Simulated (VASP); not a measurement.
```yaml
crystal:
  lattice:
    - [0.00000, 3.15252, 3.15252]
    - [3.15252, 0.00000, 3.15252]
    - [3.15252, 3.15252, 0.00000]
  atoms:
    - { symbol: Te, position: [0.50000, 0.50000, 0.50000] }
    - { symbol: Sn, position: [0.00000, 0.00000, 0.00000] }
```

Computed with PBE GGA with D3 dispersion (Becke-Johnson damping), VASP's PBE PAW potentials (set 64) (plane waves; VASP). Settings: 400 eV cut-off, 17×17×17 Γ-centred mesh, Gaussian smearing of 0.010 eV, potentials Te Sn_d.

Problem. Predict the energy per atom (σ→0).

Solution. 
The energy per atom (σ→0) comes out as -4.172 eV/atom.

Total energies compare only between runs with the same potentials, cut-off and functional.

The structure comes from a measured SnTe entry (Fm-3m) of the Crystallography Open Database, whose conditions weren't checked. It was relaxed first.
